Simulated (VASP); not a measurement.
# Si48H16CF4 in VASP: further runs

One slab, Si48H16CF4, is run at these levels: PBE+D3(BJ); tasks: single point.

Program: VASP 6.6.1. These are calculated values, not measurements. Logs are shortened: lines on timing, memory, paths and dates and some standing lists are left out, and cuts for length are marked.

### 1 The structure

The cell holds a slab with vacuum, 69 atoms: a = 10.862 Å, b = 10.862 Å, c = 23.428 Å, α = 90.00°, β = 90.00°, γ = 90.00°.

The cell was built by a generator and needn't be a form met in nature.

### 2 Single point, PBE+D3(BJ)

Contents of INCAR:

```
SYSTEM = Si48H16CF4
PREC = Accurate
ENCUT = 520
EDIFF = 1E-7
ISMEAR = 0
SIGMA = 0.05
LREAL = Auto
LASPH = .TRUE.
NELM = 60
ALGO = Fast
ISIF = 2
LWAVE = .FALSE.
LCHARG = .FALSE.
GGA = PE
IVDW = 12
NBANDS = 160
ISYM = 0
NCORE = 4
```

Contents of KPOINTS:

```
Automatic mesh
0
G
  1 1 1
  0 0 0
```

Contents of POSCAR:

```
Si48H16CF4                              
1.0
    7.6805938572      7.6805938572      0.0000000000
   -7.6805938572      7.6805938572      0.0000000000
    0.0000000000      0.0000000000     23.4276500000
  Si              H               C               F             
    48    16     1     4
Selective dynamics
Direct
     0.6984717310184224    0.2986960486883050    0.4072519387209604   T   T   T
     0.8185202396993057    0.6801541917807482    0.4108792332640457   T   T   T
     0.0585098700148196    0.9448518706417528    0.4096041016446933   T   T   T
     0.3070506427434069    0.1921908925136740    0.4303090754255487   T   T   T
     0.9659490551164363    0.5363949842226851    0.4408331311473698   T   T   T
     0.2103656266548456    0.7909889996658934    0.4224281977350934   T   T   T
[... 32 lines left out ...]
     0.5016111449666196    0.9977538414380892    0.2021786862111134   T   T   T
     0.4968047604781258    0.5030330193247941    0.2031296716590774   T   T   T
     0.8750000000000000    0.3750000000000000    0.1455075519999980   F   F   F
     0.8750000000000000    0.8750000000000000    0.1455075519999980   F   F   F
     0.1250000000000000    0.1250000000000000    0.1455075519999980   F   F   F
     0.3750000000000000    0.3750000000000000    0.1455075519999980   F   F   F
     0.1250000000000000    0.6250000000000000    0.1455075519999980   F   F   F
     0.3750000000000000    0.8750000000000000    0.1455075519999980   F   F   F
[... 16 lines left out ...]
     0.7016281893000027    0.5483718106999973    0.1067115139999970   F   F   F
     0.5483718106999973    0.7016281893000027    0.1067115139999970   F   F   F
     0.2413491985373229    0.7566646371942300    0.5031586506962774   T   T   T
     0.3261833134564979    0.6627777834804880    0.5082911991447997   T   T   T
     0.2883841624507680    0.8554352381634285    0.5322344715985694   T   T   T
     0.1384373587773225    0.7196807783421586    0.5325236030739826   T   T   T
     0.2550220122564380    0.2376165461832742    0.4926240258946702   T   T   T
```

Potentials or basis: VASP PAW PBE potentials, release 64 (Si, H, C, F).

Launch:

```sh
$ cat potpaw_PBE.64/Si/POTCAR potpaw_PBE.64/H/POTCAR potpaw_PBE.64/C/POTCAR potpaw_PBE.64/F/POTCAR > POTCAR
$ mpirun -np 8 vasp_gam > vasp.out
```

OUTCAR:

```text
SYSTEM = Si48H16CF4
   PREC = Accurate
   ENCUT = 520
   EDIFF = 1E-7
   ISMEAR = 0
   LREAL = Auto
   LASPH = .TRUE.
   NELM = 60
   ISIF = 2
   GGA = PE
   IVDW = 12
   ISYM = 0
 IVDW          = 12

 ion  position               nearest neighbor table
   1  0.698  0.299  0.407-   8 2.28  15 2.31   9 2.32  20 3.11  24 3.15
   2  0.819  0.680  0.411-  16 2.33  10 2.34   5 2.34  24 3.11
   3  0.059  0.945  0.410-  10 2.28  11 2.29   6 2.37  19 3.13
   4  0.307  0.192  0.430-  69 1.64  12 2.37  11 2.38   7 2.44
   5  0.966  0.536  0.441-   2 2.34   9 2.38  13 2.38
   6  0.210  0.791  0.422-  65 1.96  13 2.35  14 2.35   3 2.37
   7  0.463  0.033  0.445-  15 2.37  14 2.38   4 2.44
   8  0.551  0.446  0.418-   1 2.28  16 2.30  12 2.31
   9  0.880  0.390  0.377-   1 2.32  24 2.36  17 2.36   5 2.38
  10  0.876  0.872  0.375-   3 2.28   2 2.34  23 2.35  18 2.41
  11  0.136  0.126  0.375-   3 2.29  17 2.35  19 2.37   4 2.38
  12  0.375  0.365  0.377-   8 2.31  20 2.35  21 2.36   4 2.37
  13  0.112  0.625  0.377-  18 2.34   6 2.35  21 2.36   5 2.38
  14  0.377  0.892  0.378-  19 2.34   6 2.35  22 2.36   7 2.38
  15  0.605  0.118  0.379-   1 2.31  23 2.36  20 2.37   7 2.37
  16  0.626  0.621  0.376-   8 2.30   2 2.33  22 2.36  24 2.39
  17  0.001  0.252  0.323-  11 2.35   9 2.36  29 2.36  25 2.37
  18  0.005  0.749  0.313-  27 2.32  26 2.33  13 2.34  10 2.41
  19  0.252  0.998  0.314-  27 2.32  28 2.33  14 2.34  11 2.37   3 3.13
  20  0.499  0.250  0.315-  32 2.33  28 2.34  12 2.35  15 2.37   1 3.11
  21  0.248  0.499  0.324-  13 2.36  12 2.36  29 2.37  30 2.38
  22  0.498  0.755  0.324-  16 2.36  14 2.36  31 2.37  30 2.38
  23  0.745  0.002  0.322-  10 2.35  31 2.36  15 2.36  25 2.37
  24  0.751  0.499  0.313-  32 2.33  26 2.34   9 2.36  16 2.39   2 3.11   1 3.15
  25  0.873  0.127  0.264-  23 2.37  17 2.37  33 2.38  35 2.38
  26  0.876  0.626  0.257-  18 2.33  34 2.33  37 2.34  24 2.34
  27  0.125  0.877  0.257-  18 2.32  19 2.32  35 2.33  38 2.33
  28  0.375  0.125  0.257-  19 2.33  36 2.33  39 2.34  20 2.34
  29  0.126  0.375  0.263-  17 2.36  36 2.37  21 2.37  37 2.37
  30  0.374  0.626  0.265-  22 2.38  38 2.38  40 2.38  21 2.38
[... 16 lines left out ...]
  47  0.625  0.125  0.146-  61 1.49  62 1.49  39 2.34  33 2.34
  48  0.625  0.625  0.146-  63 1.49  64 1.49  34 2.34  40 2.35
  49  0.952  0.298  0.107-  41 1.49
  50  0.798  0.452  0.107-  41 1.49
  51  0.952  0.798  0.107-  42 1.49
  52  0.798  0.952  0.107-  42 1.49
  53  0.202  0.048  0.107-  43 1.49
  54  0.048  0.202  0.107-  43 1.49
[... 8 lines left out ...]
  63  0.702  0.548  0.107-  48 1.49
  64  0.548  0.702  0.107-  48 1.49
  65  0.241  0.757  0.503-  67 1.37  68 1.37  66 1.38   6 1.96
  66  0.326  0.663  0.508-  65 1.38
  67  0.288  0.855  0.532-  65 1.37
  68  0.138  0.720  0.533-  65 1.37
  69  0.255  0.238  0.493-   4 1.64

IMPORTANT INFORMATION: All symmetrisations will be switched off!
NOSYMM: (Re-)initialisation of all symmetry stuff for point group C_1.

----------------------------------------------------------------------------------------

                                     Primitive cell

  volume of cell :    2764.0655

  direct lattice vectors                    reciprocal lattice vectors
     7.680593857  7.680593857  0.000000000     0.065099133  0.065099133  0.000000000
    -7.680593857  7.680593857  0.000000000    -0.065099133  0.065099133  0.000000000
     0.000000000  0.000000000 23.427650000     0.000000000  0.000000000  0.042684606

  length of vectors
    10.862000000 10.862000000 23.427650000     0.092064077  0.092064077  0.042684606

  position of ions in fractional coordinates (direct lattice)
     0.698471731  0.298696049  0.407251939
     0.818520240  0.680154192  0.410879233
     0.058509870  0.944851871  0.409604102
     0.307050643  0.192190893  0.430309075
     0.965949055  0.536394984  0.440833131
     0.210365627  0.790989000  0.422428198
[... 61 lines left out ...]
     0.138437359  0.719680778  0.532523603
     0.255022012  0.237616546  0.492624026

  ion indices of the primitive-cell ions
   primitive index   ion index
                 1           1
                 2           2
                 3           3
                 4           4
                 5           5
                 6           6
[... 61 lines left out ...]
                68          68
                69          69

----------------------------------------------------------------------------------------

 KPOINTS: Automatic mesh

Automatic generation of k-mesh.
 Grid dimensions read from file:
 generate k-points for:    1    1    1

 Generating k-lattice:

  Cartesian coordinates                     Fractional coordinates (reciprocal lattice)
     0.065099133  0.065099133  0.000000000     1.000000000  0.000000000  0.000000000
    -0.065099133  0.065099133  0.000000000     0.000000000  1.000000000  0.000000000
     0.000000000  0.000000000  0.042684606     0.000000000  0.000000000  1.000000000

  Length of vectors
     0.092064077  0.092064077  0.042684606

  Shift w.r.t. Gamma in fractional coordinates (k-lattice)
     0.000000000  0.000000000  0.000000000

 Subroutine IBZKPT returns following result:
 ===========================================

 Found      1 irreducible k-points:

 Following reciprocal coordinates:
            Coordinates               Weight
  0.000000  0.000000  0.000000      1.000000
   k-points           NKPTS =      1   k-points in BZ     NKDIM =      1   number of bands    NBANDS=    160
   number of dos      NEDOS =    301   number of ions     NIONS =     69
   total plane-waves  NPLWV = ******
   dimension x,y,z NGX =    84 NGY =   84 NGZ =  180
   dimension x,y,z NGXF=   168 NGYF=  168 NGZF=  360
   ions per type =              48  16   1   4
   NGX,Y,Z   is equivalent  to a cutoff of  12.86, 12.86, 12.77 a.u.
   NGXF,Y,Z  is equivalent  to a cutoff of  25.71, 25.71, 25.55 a.u.
 SYSTEM =  Si48H16CF4
   PREC   = accura    normal or accurate (medium, high low for compatibility)
   ISTART =      0    job   : 0-new  1-cont  2-samecut
   ICHARG =      2    charge: 1-file 2-atom 10-const
   ISPIN  =      1    spin polarized calculation?
   LNONCOLLINEAR =      F non collinear calculations
   LSORBIT =      F    spin-orbit coupling
   LASPH  =      T    aspherical Exc in radial PAW
   ENCUT  =  520.0 eV  38.22 Ry    6.18 a.u.  20.20 20.20 43.56*2*pi/ulx,y,z
   NELM   =     60;   NELMIN=  2; NELMDL= -5     # of ELM steps
   EDIFF  = 0.1E-06   stopping-criterion for ELM
   LREAL  =      T    real-space projection
   EDIFFG = 0.1E-05   stopping-criterion for IOM
   NSW    =      0    number of steps for IOM
   IBRION =     -1    ionic relax: 0-MD 1-quasi-New 2-CG
   NFREE  =      0    steps in history (QN), initial steepest desc. (CG)
   ISIF   =      2    stress and relaxation
   ISYM   =      0    0-nonsym 1-usesym 2-fastsym
   POTIM  = 0.5000    time-step for ionic-motion
   TEBEG  =    0.0;   TEEND  =   0.0 temperature during run
   PSTRESS=    0.0 pullay stress
   NELECT =     240.0000    total number of electrons
   NUPDOWN=      -1.0000    fix difference up-down
   EMIN   =  10.00;   EMAX   =-10.00  energy-range for DOS
   EFERMI =   0.00;   METHOD = LEGACY
   ISMEAR =     0;   SIGMA  =   0.05  broadening in eV -4-tet -1-fermi 0-gaus
   EFERMI_NEDOS =   21; number of points for ismear=-14 and -15
   IALGO  =     68    algorithm
   IMIX   =      4    mixing-type and parameters
     AMIX     =   0.40;   BMIX     =  1.00
     AMIX_MAG =   1.60;   BMIX_MAG =  1.00
  volume/ion in A,a.u.               =      40.06       270.33
  Fermi-wavevector in a.u.,A,eV,Ry     =   0.724930  1.369918  7.150173  0.525523
  Thomas-Fermi vector in A             =   1.815523
   LORBIT       =      0    0 simple, 1 ext, 2 COOP (PROOUT), +10 PAW based schemes
   GGA     = PE    functional components
   LHFCALC =     F    Hartree Fock is set to
   AEXX    =    0.0000 exact exchange contribution
   IVDW    =    12    specifies the selected vdW correction
   LEPSILON=     F    determine dielectric tensor
   LRPA    =     F    only Hartree local field effects (RPA)
 non-spin polarized calculation
 RMM-DIIS sequential band-by-band and
 Gauss-broadening in eV      SIGMA  =   0.05
  energy-cutoff  :      520.00
  volume of cell :     2764.07
 maximum number of plane-waves:     37192
 NGX is ok and might be reduce to    84
   NGX = 41   NGY = 41   NGZ = 87

 number of electron     239.9999997 magnetization

 Free energy of the ion-electron system (eV)
  ---------------------------------------------------
  ext. energy  EPLUGINS =         0.00000000
  ---------------------------------------------------
  free energy    TOTEN  =      -327.79757028 eV

  energy without entropy =     -327.79757028  energy(sigma->0) =     -327.79757028

 E-fermi :  -0.9058     XC(G=0):  -4.2422

 val. band max:       -1.1281361879   @ k =   0.0000   0.0000   0.0000
 cond. band min:      -0.6819175425   @ k =   0.0000   0.0000   0.0000
 fundamental gap:      0.4462186454
 Fermi energy:        -0.9058311427

 k-point     1 :       0.0000    0.0000    0.0000
  band No.  band energies     occupation
      1     -28.7544      2.00000
      2     -26.6218      2.00000
      3     -26.6098      2.00000
      4     -25.4180      2.00000
      5     -13.5014      2.00000
      6     -12.7898      2.00000
[... 124 lines left out ...]
    131       0.9050      0.00000
    132       0.9446      0.00000
 [bands above 132 left out]

------------------------ aborting loop because EDIFF is reached ----------------------------------------

 Edisp (eV)  -12.81864

 E8    (eV) :    -5.3291

  FORCE on cell =-STRESS in cart. coord.  units (eV):
  Direction    XX          YY          ZZ          XY          YZ          ZX
  --------------------------------------------------------------------------------------
  -------------------------------------------------------------------------------------
  Total      18.59778    10.56579    -1.53549    -0.11661    -0.12687     0.36937
  in kB      10.78012     6.12441    -0.89004    -0.06759    -0.07354     0.21411
  external pressure =        5.34 kB  Pullay stress =        0.00 kB

 VOLUME and BASIS-vectors are now :
 -----------------------------------------------------------------------------
  energy-cutoff  :      520.00
  volume of cell :     2764.07
      direct lattice vectors                 reciprocal lattice vectors
     7.680593857  7.680593857  0.000000000     0.065099133  0.065099133  0.000000000
    -7.680593857  7.680593857  0.000000000    -0.065099133  0.065099133  0.000000000
     0.000000000  0.000000000 23.427650000     0.000000000  0.000000000  0.042684606

 POSITION                                       TOTAL-FORCE (eV/Angst)
 -----------------------------------------------------------------------------------
      3.07051      7.65884      9.54096        -0.004882     -0.004734     -0.011296
      1.06273     11.51071      9.62593         0.020601     -0.004383     -0.005035
     -6.80763      7.70641      9.59606         0.003930      0.005544     -0.020412
      0.88219      3.83447     10.08113         0.008614     -0.003167     -0.019472
      3.29923     11.53889     10.32768         0.014574     -0.007004     -0.011814
     -4.45953      7.69100      9.89650         0.008980      0.000912      0.007498
[... 61 lines left out ...]
     -4.46429      6.59086     12.47578        -0.005416     -0.022889     -0.008568
      0.13368      3.78376     11.54102         0.004761     -0.002711      0.015695
 -----------------------------------------------------------------------------------
    total drift:                               -0.002372      0.001236      0.031557

  FREE ENERGIE OF THE ION-ELECTRON SYSTEM (eV)
  ---------------------------------------------------
  free  energy   TOTEN  =      -340.6162072278 eV

  energy  without entropy=     -340.6162072277  energy(sigma->0) =     -340.61620723
```

It took 86 s on 8 MPI ranks of AMD EPYC 9R45 (Zen 5), shared host; peak memory 0.48 GiB.

What came out:

```
Free energy                : -340.6162 eV
Largest force              : 0.316 eV/Å
Band gap on the k mesh     : 0.45 eV, direct
Dispersion energy per atom : -0.186 eV
```

Forces on the atoms (eV/Å):
```
Si  -0.005 -0.005 -0.011
Si   0.021 -0.004 -0.005
Si   0.004  0.006 -0.020
Si   0.009 -0.003 -0.019
Si   0.015 -0.007 -0.012
Si   0.009  0.001  0.007
Si   0.006 -0.002  0.008
Si   0.004  0.003 -0.010
Si   0.001 -0.001  0.003
Si   0.003 -0.005 -0.002
Si  -0.009  0.005  0.001
Si  -0.003  0.000  0.002
Si   0.001  0.003 -0.003
Si   0.009 -0.004 -0.005
Si  -0.004 -0.006  0.004
Si  -0.013  0.006  0.000
Si  -0.001  0.006 -0.005
Si  -0.003 -0.005 -0.001
Si   0.006  0.008 -0.003
Si   0.008 -0.005 -0.006
Si   0.008 -0.002 -0.003
Si   0.000 -0.002 -0.009
Si  -0.010 -0.006  0.001
Si   0.005  0.000  0.004
Si   0.005 -0.010 -0.004
Si   0.005  0.004 -0.003
Si  -0.009  0.003  0.007
Si   0.002  0.007 -0.001
Si   0.000  0.010 -0.012
Si   0.008  0.000 -0.001
Si  -0.006  0.004 -0.012
Si  -0.007 -0.004  0.001
Si  -0.004  0.001  0.011
Si   0.014  0.001 -0.002
Si   0.005  0.003  0.000
Si   0.009 -0.003  0.001
Si   0.006 -0.001 -0.003
Si  -0.004 -0.001  0.000
Si  -0.004  0.000 -0.006
Si  -0.001 -0.005  0.000
Si   0.201 -0.012 -0.047
Si  -0.276  0.019 -0.069
Si  -0.287  0.009 -0.059
Si  -0.270  0.037 -0.065
Si   0.263  0.046 -0.129
Si   0.279 -0.039 -0.143
Si   0.223 -0.003 -0.068
Si  -0.245 -0.049 -0.041
H   -0.269 -0.022  0.016
H    0.259  0.006  0.072
H   -0.250  0.027  0.094
H    0.265 -0.001  0.008
H   -0.253 -0.032  0.092
H    0.274  0.007  0.003
H   -0.253  0.032  0.085
H    0.296 -0.018  0.006
H   -0.295  0.025  0.003
H    0.260  0.005  0.074
H   -0.291 -0.023 -0.005
H    0.261 -0.006  0.074
H   -0.266  0.020  0.006
H    0.258 -0.008  0.074
H   -0.251 -0.028  0.088
H    0.283  0.019  0.016
C   -0.017 -0.013 -0.029
F    0.031  0.006  0.019
F   -0.009  0.030  0.029
F   -0.005 -0.023 -0.009
F    0.005 -0.003  0.016
```

### 3 Single point, PBE+D3(BJ)

Edit INCAR of step 2 so:

```diff
@@ -2,3 +2,3 @@
 PREC = Accurate
-ENCUT = 520
+ENCUT = 250
 EDIFF = 1E-7
```

KPOINTS is that of step 2.

POSCAR is that of step 2.

Potentials or basis: VASP PAW PBE potentials, release 64 (Si, H, C, F).

Launch:

```sh
$ cat potpaw_PBE.64/Si/POTCAR potpaw_PBE.64/H/POTCAR potpaw_PBE.64/C/POTCAR potpaw_PBE.64/F/POTCAR > POTCAR
$ mpirun -np 8 vasp_gam > vasp.out
```

Run time: 27 s. Hardware: 8 MPI ranks of AMD EPYC 9R45 (Zen 5), shared host; peak memory 0.26 GiB.

The run converged, but a check on its numbers failed (symmetry, net force, bounds or a known fault of this set-up), so they aren't taken as properties of the slab.

Caveat: the cutoff lies under the usual one of these potentials, so the numbers hold a large basis-set error.

### 4 Single point, PBE+D3(BJ)

Edit INCAR of step 3 so:

```diff
@@ -2,3 +2,3 @@
 PREC = Accurate
-ENCUT = 250
+ENCUT = 400
 EDIFF = 1E-7
```

Contents of KPOINTS:

```
Automatic mesh
0
G
  2 2 1
  0 0 0
```

POSCAR is that of step 3.

Launch:

```sh
$ cat potpaw_PBE.64/Si/POTCAR potpaw_PBE.64/H/POTCAR potpaw_PBE.64/C/POTCAR potpaw_PBE.64/F/POTCAR > POTCAR
$ mpirun -np 8 vasp_std > vasp.out
```

It took 4.5 min on 8 MPI ranks of AMD EPYC 9R45 (Zen 5), shared host; peak memory 0.42 GiB.

The run converged. Its results:

```yaml
Free_energy: -341.9861 eV
Largest_force: 0.311 eV/Å
Band_gap_on_the_k_mesh: 0.14 eV, direct
Dispersion_energy_per_atom: -0.186 eV
```

Forces in eV/Å, atoms in the order of the input:
```
Si  -0.097  0.037  0.103
Si  -0.110 -0.049  0.053
Si   0.003 -0.036  0.123
Si   0.015  0.026  0.050
Si   0.118 -0.025  0.183
Si   0.092 -0.025  0.032
Si  -0.077  0.005 -0.004
Si   0.016  0.038  0.291
Si   0.051  0.111  0.026
Si  -0.005 -0.115  0.002
Si  -0.064  0.139  0.110
Si   0.027 -0.110  0.031
Si   0.019 -0.044 -0.017
Si   0.049  0.016  0.026
Si   0.018 -0.076  0.032
Si   0.019  0.102  0.060
Si  -0.051 -0.020 -0.101
Si   0.007  0.005  0.056
Si   0.070 -0.023 -0.099
Si   0.022 -0.023 -0.131
Si  -0.001  0.004 -0.112
Si  -0.006  0.004 -0.115
Si  -0.009  0.013 -0.072
Si   0.017  0.039 -0.022
Si   0.002  0.007 -0.070
Si  -0.001 -0.051 -0.125
Si  -0.048  0.022 -0.116
Si   0.001  0.043 -0.077
Si   0.013  0.037 -0.056
Si  -0.009 -0.020 -0.059
Si  -0.001 -0.019 -0.073
Si  -0.021 -0.021 -0.115
Si   0.012  0.005  0.046
Si  -0.003  0.021  0.043
Si  -0.006 -0.007  0.022
Si  -0.028 -0.029  0.062
Si   0.005  0.022  0.049
Si   0.024 -0.002  0.048
Si   0.035 -0.018  0.109
Si   0.005  0.008  0.015
Si   0.179 -0.033 -0.066
Si  -0.270  0.035 -0.087
Si  -0.278 -0.010 -0.078
Si  -0.259  0.066 -0.070
Si   0.263  0.045 -0.141
Si   0.268 -0.054 -0.148
Si   0.191  0.034 -0.075
Si  -0.239 -0.073 -0.049
H   -0.251 -0.019  0.011
H    0.243  0.007  0.064
H   -0.239  0.023  0.079
H    0.260 -0.002 -0.016
H   -0.239 -0.031  0.082
H    0.265  0.015 -0.018
H   -0.240  0.032  0.077
H    0.266 -0.025 -0.008
H   -0.267  0.027 -0.010
H    0.243  0.002  0.070
H   -0.268 -0.012 -0.022
H    0.244 -0.004  0.071
H   -0.246  0.007  0.001
H    0.245 -0.006  0.065
H   -0.238 -0.026  0.075
H    0.261  0.020 -0.001
C    0.001 -0.039  0.025
F   -0.023  0.010  0.001
F   -0.010  0.024  0.037
F   -0.002  0.009 -0.013
F    0.039 -0.011 -0.061
```

Levels at points of the mesh, in eV from the valence-band top:
| k point | band 118 | band 119 | band 120 | band 121 | band 122 | band 123 |
| --- | --- | --- | --- | --- | --- | --- |
| (0.00, 0.00, 0.00) | -0.65 | -0.32 | -0.26 | 0.22 | 0.40 | 0.81 |
| (0.50, 0.00, 0.00) | -0.62 | -0.39 | 0.00 | 0.14 | 0.61 | 1.00 |
| (0.00, 0.50, 0.00) | -0.67 | -0.35 | 0.00 | 0.16 | 0.61 | 0.92 |
| (0.50, 0.50, 0.00) | -0.55 | -0.41 | -0.18 | 0.17 | 0.35 | 0.84 |

Caveat: the cutoff is under 1.25 times the usual one of these potentials, so pressure, stress and relaxed cells hold a basis-set (Pulay) error. PBE gaps usually lie below the measured ones, often by a third to a half.

(Continued in part 2 of 2.)
